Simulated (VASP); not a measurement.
LiC (space group Immm): the band gap from VASP (plane waves, PAW) at several levels of theory. Gaps are without spin-orbit coupling. Each level names its cell: its own relaxed one, PBE's, or the starting one. A gap is the smallest over the k-mesh and a band path; hybrids may have named points in place of the path, and GW has the mesh alone.

| level | band gap (eV) |
|---|---|
| LDA (own cell) | 3.04 |
| PBEsol (own cell) | 3.15 |

The cell of the LDA (own cell) run:

```xyz
4
Lattice="-1.7515 2.3698 2.5951 1.7515 -2.3698 2.5951 1.7515 2.3698 -2.5951" Properties=species:S:1:pos:R:3 pbc="T T T"
Li     0.0000     2.3698     1.2408
Li     1.7515     0.0000     1.3543
C      0.0000     4.1146     0.0000
C      0.0000     0.6250     0.0000
```

Only levels that ran to the end are used. Left out are those held back, those with too coarse a band path, GW runs whose mesh misses a band edge, hybrids' fits of cells that aren't cubic and levels without matching references; a question may draw on a part of the rest.

The structure comes from a computed database's LiC entry (Immm); how it stands against other phases isn't given here.
